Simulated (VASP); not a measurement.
Here is a VASP 6.6.1 calculation.

Contents of INCAR:

```
ALGO = Fast
EDIFF = 1E-6
EDIFFG = -0.01
ENCUT = 600
GGA = PE
IBRION = 2
ISIF = 3
ISMEAR = 0
LASPH = T
LCHARG = F
LREAL = F
LWAVE = F
NELM = 60
NSW = 40
PREC = Accurate
SIGMA = 0.05
```

The input KPOINTS:

```
k-points
0
Gamma
  8 8 4
```

The input POSCAR:

```
BaNaZrN2
1.0
    4.0475011500      0.0000000000      0.0000000000
   -2.0237505700      3.5052388200      0.0000000000
    0.0000000000      0.0000000000      6.8560124700
Na Ba Zr N
1 1 1 2
Direct
    0.0000000000      0.0000000000      0.3821820000
    0.3333333300      0.6666666700      0.9730029700
    0.6666666700      0.3333333300      0.6589779900
    0.6666666700      0.3333333300      0.2451090100
    0.0000000000      0.0000000000      0.7407289700
```

Potentials or basis: VASP PAW PBE potentials, release 64 (Na_pv, Ba_sv, Zr_sv, N).

The run is started by

```bash
$ cat potpaw_PBE.64/Na_pv/POTCAR potpaw_PBE.64/Ba_sv/POTCAR potpaw_PBE.64/Zr_sv/POTCAR potpaw_PBE.64/N/POTCAR > POTCAR
$ mpirun -np 1 vasp_std > vasp.out
```

Q: Estimate the band gap on the k mesh.

A: None (metal or under the smearing width).

Q: What does it give for the relaxed cell?

A: a = 3.847 Å, b = 3.847 Å, c = 7.121 Å, α = 90.00°, β = 90.00°, γ = 120.00°.

Q: Estimate the relaxed volume.

A: 18.25 Å³/atom.

The path:
| step | energy change (eV) | largest force (eV/Å) | pressure (GPa) | volume (Å³) |
| --- | --- | --- | --- | --- |
| 1 | 0.0000 | 3.8735 | -5.22 | 97.27 |
| 2 | -1.5199 | 2.7265 | -1.64 | 88.62 |
| 3 | -2.0272 | 1.7763 | 18.77 | 75.41 |
| 4 | -2.2612 | 2.7548 | 6.17 | 81.23 |
| 5 | -2.3028 | 2.6545 | 8.78 | 79.67 |
| 6 | -2.6412 | 3.8918 | 4.32 | 87.31 |
| 7 | -2.7782 | 1.5389 | 4.33 | 84.77 |
| 8 | -2.9250 | 1.4504 | -4.07 | 92.04 |
| 9 | -2.9420 | 1.2720 | -2.31 | 90.16 |
| 10 | -3.0636 | 0.5882 | -0.85 | 89.52 |
| 11 | -3.0959 | 0.1947 | 0.69 | 89.01 |
| 12 | -3.1306 | 0.6620 | -0.23 | 89.89 |
| 13 | -3.1312 | 0.7703 | -0.32 | 90.01 |
| 14 | -3.1531 | 0.0627 | 0.66 | 90.22 |
| 15 | -3.1531 | 0.0653 | 0.72 | 90.23 |
| 16 | -3.1549 | 0.0655 | -0.15 | 91.28 |
| 17 | -3.1551 | 0.0484 | 0.02 | 91.04 |
| 18 | -3.1551 | 0.0471 | 0.04 | 91.02 |
| 19 | -3.1553 | 0.0443 | 0.03 | 91.12 |
| 20 | -3.1553 | 0.0492 | 0.03 | 91.15 |
| 21 | -3.1554 | 0.0343 | -0.03 | 91.22 |
| 22 | -3.1555 | 0.0296 | -0.12 | 91.30 |
| 23 | -3.1556 | 0.0230 | -0.07 | 91.28 |
| 24 | -3.1556 | 0.0158 | 0.00 | 91.25 |
| 25 | -3.1557 | 0.0142 | 0.02 | 91.24 |
| 26 | -3.1557 | 0.0128 | 0.02 | 91.23 |
| 27 | -3.1557 | 0.0086 | 0.05 | 91.25 |

Spin-orbit coupling is left out, which matters for the levels of Ba.
